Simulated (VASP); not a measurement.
Enthalpies of BeSe started in several structure types, each of which keeps its space group, in meV/atom over the zinc blende form. Method: PBEsol GGA, VASP's PBE PAW potentials (set 64) (plane waves; VASP).

| P (GPa) | zinc blende | wurtzite | NiAs type | CsCl type | rock salt |
|---|---|---|---|---|---|
| 0 | 0 | 6 | 435 | 1256 | 478 |
| 5 | 0 | 6 | 363 | 1181 | 406 |
| 10 | 0 | 6 | 297 | 1110 | 340 |
| 20 | 0 | 6 | 180 | 986 | 222 |
| 30 | 0 | 6 | 76 | 865 | 117 |
| 45 | 0 | 7 | -63 | 695 | -24 |

### Question
Which of these forms is stable at each pressure?

### Answer
The zinc blende form is lowest at zero pressure; NiAs type takes over from zinc blende near 38 GPa (by linear interpolation, static lattice, among these forms alone).

Structures that changed their space group on the way, and pressures that one of them lacks, are left out.
